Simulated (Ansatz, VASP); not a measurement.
# Rh (Rhodium) in two plane-wave programs, part 2 of 2

Aim: how closely do two programs agree when they are given the same cell, functional and k mesh? The cell is taken from a series of VASP runs on this material, whose earlier steps may have relaxed, scaled or displaced it; both programs get it as it stands. Valence electrons are named where the data sets of a main pair hold unlike numbers.

VASP 6.6.1 and Ansatz 0.2.0.

So far: The structure; VASP: relaxation of cell and atoms, r2SCAN with rVV10.

## Step 3: Ansatz: relaxation of cell and atoms, r2SCAN with rVV10

Level of this step: Ansatz beside VASP: Kohn-Sham DFT, plane waves, r2SCAN with rVV10 (Ansatz).

Ansatz runs on its default PAW (the set named soft_2) files.

The same cell, functional, mesh and smearing now go to Ansatz, which takes its cutoff from its data sets.

Contents of input.yaml:

```yaml
crystal:
  lattice:
    - [0.0, 1.90155, 1.90155]
    - [1.90155, 0.0, 1.90155]
    - [1.90155, 1.90155, 0.0]
  atoms:
    - { symbol: Rh, position: [0.0, 0.0, 0.0] }
hamiltonian:
  xc: r2scan
  pseudopotentials: { kind: paw }
  dispersion: rvv10
kpoints:
  mp_grid: { grid: [12, 12, 12] }
scf:
  occupations: { method: methfessel_paxton, width: 0.1 }
relax:
  f_tol: 0.01
  max_steps: 60
  cell: { stress_tol: 0.05 }
output:
  forces: true
  stress: true
```

On the command line:

```
> ansatz run input.yaml --threads 4 --pin off --max-ram 9216MiB --backend cpu --events-out ev --progress --plain --runs-dir out
```

Numbers of over 12 decimals in the logs are rounded to 6 here.

The log of the run:

```text
Engine: ansatz 0.2.0, aarch64-unknown-linux-gnu
Pseudopotentials: kind: paw
Pseudopotential: Rh, paw, valence charge 17, recommended cutoff 500 eV (meta_gga), Rh.paw.azcp
Functional definition: r2SCAN+rVV10
  parameter k0 = 0.174
  parameter k1 = 0.065
  parameter a1 = 4.9479
  exchange = r2scan_x(k0 = k0, k1 = k1, a1 = a1)
  correlation = r2scan_c + rvv10(11.95, 0.0093)
Crystal: 1 atoms, lattice volume = 13.752 Å³
Basis set: ecut = 500 eV, 339 PW (Γ), exchange–correlation on 96×96×96 points (64 copies of the dense FFT grid, shifted against one another)
Bands: 13, of which v1, the nominal top of the filled ones, is band 9 counted from 1 (8 counted from 0)
Symmetry: 48 space group operations
Space group: Fm-3m (ITA 225), of the structure as read, at distance tolerance 2.4e-5 Å
k-points: 72 of 1728
Non-local potential: Rh, projectors of the file, l = 0: 3, l = 1: 2, l = 2: 2, l = 3: 1
PAW form: soft (Blöchl's): semilocal exchange-correlation on the pseudo side does not see the compensation charge
rVV10 density: all electrons in the spheres
PAW frozen core: Rh, regenerated for the run's functional (the file was generated under x = pbe(κ = 0.804, μ = 0.219515), c = pbe(β = 0.066725))
PAW one-centre angular grid: Rh, 590 points (default); XC on 160 Gauss nodes
Initial density: superposition of atomic densities (neutral atoms: chi_scale 0, normalization atom), corrected by the library's trained network
Initial wavefunctions: pseudopotential atomic-orbital guess
Functional: x = r2scan, c = r2scan + rvv10(b = 11.95, C = 0.0093); τ floored in thin density (d = 2e-4 eV/Å³)
SCF iter   1: F=—  HF=-6413.691968 eV  |F-HF|=—  |Δ(HF+E_count)|=         —  Δρ=1.03e-2  dr2=3.88e-3  dr2_τ=9.62e-3  ethr=1.77e-3  ⟨swp⟩=5.2  Hψ=5342  notcnv=0
preconditioner: auto → none  [metal: Δε(μ)=0.035 eV  Ē_g=14.639 eV  σ=0.100 eV  W_gap=0.29  n_scr=0 (ndim 8)  ℏωp=30.0 eV  f_vac=0.000  D(μ)=1.04/eV (n_scr^D=14)]
SCF iter   2: F=—  HF=-6413.702900 eV  |F-HF|=—  |Δ(HF+E_count)|=   1.09e-2  S|Δr|=    0.00e0  Δρ=4.87e-3  dr2=1.17e-3  dr2_τ=1.36e-4  ethr=2.28e-5  ⟨swp⟩=2.2  Hψ=2187  notcnv=0  defer=22
SCF iter   3: F=—  HF=-6413.703261 eV  |F-HF|=—  |Δ(HF+E_count)|=   3.61e-4  S|Δr|=    0.00e0  Δρ=2.09e-3  dr2=1.76e-4  dr2_τ=6.27e-5  ethr=6.87e-6  ⟨swp⟩=2.5  Hψ=1334  notcnv=0  defer=22
SCF iter   4: F=—  HF=-6413.703351 eV  |F-HF|=—  |Δ(HF+E_count)|=   9.03e-5  S|Δr|=    0.00e0  Δρ=2.28e-4  dr2=1.53e-6  dr2_τ=1.18e-6  ethr=1.04e-6  ⟨swp⟩=2.3  Hψ=1484  notcnv=0  defer=22
SCF iter   5: F=—  HF=-6413.703350 eV  |F-HF|=—  |Δ(HF+E_count)|=   8.05e-7  S|Δr|=    0.00e0  Δρ=5.95e-5  dr2=9.03e-8  dr2_τ=1.39e-8  ethr=5.88e-10  ⟨swp⟩=2.9  Hψ=3644  notcnv=0
SCF iter   6: F=-6413.703351 eV  HF=-6413.703351 eV  |F-HF|=6.17e-9  |Δ(HF+E_count)|=   2.78e-7  S|Δr|=    0.00e0  Δρ=9.25e-6  dr2=3.45e-9  dr2_τ=4.12e-10  ethr=5.31e-10  ⟨swp⟩=2.6  Hψ=3363  notcnv=0
SCF 1 converged in 6 iterations: F = -6413.703351 eV  dr2 = 3.45e-9
  greatest PAW one-centre occupation: 1.000 electrons in one spin orbital (limit 2), on the Rh atom at site 0 (counted from 0), in its partial waves of l = 0
relax step   1: F+E_penalty+E_count = -6413.70335069 eV  Δ(F+E_penalty+E_count) = +0.000e0 eV  max|allowed force component| = 0.000e0 eV/Å  Δτ_max = 0.0000 Å  P = -3.752 GPa  Ω = 13.752 Å³  (6 SCF iters, dr2 threshold 1.00e-7 eV, accepted)
[...]
relax step   2: F+E_penalty+E_count = -6413.70386069 eV  Δ(F+E_penalty+E_count) = -5.100e-4 eV  max|allowed force component| = 0.000e0 eV/Å  Δτ_max = 0.0000 Å  P = +3.526 GPa  Ω = 13.416 Å³  energy of the carried Pulay correction = +8.084e-5 eV  (8 SCF iters, dr2 threshold 1.00e-7 eV, accepted)
[...]
relax step   3: F+E_penalty+E_count = -6413.70552016 eV  Δ(F+E_penalty+E_count) = -1.659e-3 eV  max|allowed force component| = 0.000e0 eV/Å  Δτ_max = 0.0000 Å  P = -0.092 GPa  Ω = 13.576 Å³  energy of the carried Pulay correction = +4.193e-5 eV  (8 SCF iters, dr2 threshold 1.00e-7 eV, accepted)
[...]
relax step   4: F+E_penalty+E_count = -6413.70552238 eV  Δ(F+E_penalty+E_count) = -2.213e-6 eV  max|allowed force component| = 0.000e0 eV/Å  Δτ_max = 0.0000 Å  P = -0.002 GPa  Ω = 13.572 Å³  energy of the carried Pulay correction = +4.292e-5 eV  (3 SCF iters, dr2 threshold 2.12e-8 eV, accepted)
[...]
relax step   5: F+E_penalty+E_count = -6413.70548135 eV  Δ(F+E_penalty+E_count) = +4.103e-5 eV  max|allowed force component| = 0.000e0 eV/Å  Δτ_max = 0.0000 Å  P = -0.006 GPa  Ω = 13.572 Å³  stress off target by 6.36e-3 GPa  SCF on the basis re-selected at this cell (its energy is not comparable with the rows above)  (5 SCF iters)
basis re-selected at this cell: Δ(F+E_penalty+E_count) = +4.103e-5 eV, ΔP = -0.004 GPa vs the last step (what re-selecting the basis moved, of the pressure what is left beyond the Pulay correction that the steps carried, after the strain that the cell walked since its last selection, with what the two solves' SCF thresholds leave and, on support functions, any second-order correction that the steps lacked; it is no measure of the basis error at this ecutwfc). This SCF's stress stands 6.36e-3 GPa from its target on what of the cell is left free (relax.cell.stress_tol is 5.00e-2 GPa) and its largest allowed force component is 0.00e0 eV/Å (relax.f_tol is 1.00e-2 eV/Å): [rest of the remark cut]
SCF converged after 5 iterations
Stability not checked: this state was not tested for a lower state beside it, because cold or Methfessel-Paxton smearing, or corrected tetrahedra, fill the levels in a way that the test cannot read (fill_not_monotonic; see scf.lower_state_search)
Free energy (F): -6413.705481 eV
Harris-Foulkes:  -6413.705481 eV  (|F-HF|=6.37e-12)
Internal energy: -6413.705718 eV  (E = F + TS)
E sigma→0 (E₀):  -6413.705540 eV
Entropy (-TS):   0.000236 eV (0.236 meV/atom)
Fermi energy:    22.597748 eV
--- Per-component energies (eV) ---
  E_band       = -97.582157
  E_kinetic    = 573.317819
  E_local      = -1546.815003  (includes V_loc(G=0)·N_el)
  E_nonlocal   = 354.875221
  E_hartree    = 544.181368
  E_xc         = -215.437777
  E_vxc        = -314.185888  (∫ρ·V_xc dr)
  E_paw        = -3603.996904  (= ΣΔE_a)
  E_vpaw       = -274.406879  (= ΣTr[D̂ρ^β])
  E_aug_tail   = 0.000426  (compensation charges beyond the density's cutoff)
  E_vtau       = 21.269395  (kinetic-family band-sum trace: ∫τ·v_τ [+ j·A + Jᵃ·Aᵃ] dr)
  E_ewald      = -2519.460908
  E_core_change = -0.369959  (= ΣΔE_core)
  E_smearing   = 0.000236  (= −TS)
  E_closure    = -0.000000  (closes the sum)
  Σ components = -6413.705481   (vs F -6413.705481, Δ=0.00e0)
--- Forces (eV/Å), atoms counted from 1 ---
  atom   1  Rh    -0.00000000     0.00000000     0.00000000
  max |Σ_I F_I| component: 4.93e-32 eV/Å
--- Stress (GPa, compression-positive) ---
       -0.006356      -0.000000      -0.000000
       -0.000000      -0.006356       0.000000
       -0.000000      -0.000000      -0.006356
  P = ⅓ Tr σ = -0.0064 GPa (-0.064 kbar)
--- Relaxed structure (4 steps of the walk, 4 accepted, 1 SCFs on fresh bases) ---
  F+E_penalty+E_count = -6413.70548135 eV   max|allowed force component| = 0.000e0 eV/Å   (the final SCF, on the basis selected at the relaxed cell)
  cell:  # Å, volume = 13.5723 Å³
    - [0, 1.893251, 1.893251]
    - [1.893251, 0, 1.893251]
    - [1.893251, 1.893251, 0]
  atoms:
    - { symbol: Rh, position: [0.0, 0.0, 0.0] }
```

Run time: 4.6 s. Hardware: 4 threads of Arm Neoverse V1, shared host; peak memory 0.36 GiB; 15 s of CPU time.

## Step 4: Comparison

Known differences besides the potentials themselves: VASP keeps PBE cores, Ansatz makes them for the functional; both relaxations stop at a tolerance, which leaves soft axes loose, and VASP keeps its plane-wave basis; the data sets hold 17 valence electrons in Ansatz (on its default PAW (the set named soft_2) files) and 15 in VASP; the cutoff is 500 eV in Ansatz and 450 eV in VASP; Ansatz adds a Pulay correction to the stress that steers its cell, VASP none. Total energies have different zeros and are not compared.

The two programs side by side:

| quantity | Ansatz | VASP | difference |
| --- | --- | --- | --- |
| volume (Å³) | 13.57 | 13.64 | -0.50 % |
| edge a after relaxation, in the typed setting (Å) | 2.678 | 2.682 | -0.17 % |

The walks stopped with -0.01 GPa left in Ansatz and 0.01 GPa in VASP; each walk ends within a tolerance, so the volume difference is uncertain by about these residues over the bulk modulus, most in soft cells.

## Step 5: Summary of results

```json
{"difference in volume (relaxation of cell and atoms, r2SCAN with rVV10)": "-0.50 %"}
```

What this shows: The difference in volume is -0.50 % (relaxation of cell and atoms, r2SCAN with rVV10), within the 1.2 % picked in this series as the mark of a large difference, as far as the stopping tolerances let one tell. The data sets hold unlike numbers of valence electrons (17 in Ansatz and 15 in VASP), so part of the differences comes from the potentials. Such differences can come from data sets, numerical settings and the points named under the comparisons, not from the functional's error against experiment.

[Lines on the potential files, build, host, timing and source positions are cut from VASP's logs without a mark.]

[Logs are printed without paths, hosts, clocks, repeated set-up lines and the standing remarks that a program may print on its own settings, such as how far it seeks lower states.]

[Hosts, paths, dates, database ids (printed as entryN), source tags and the programs' standing remarks are cut or masked in the printed files.]
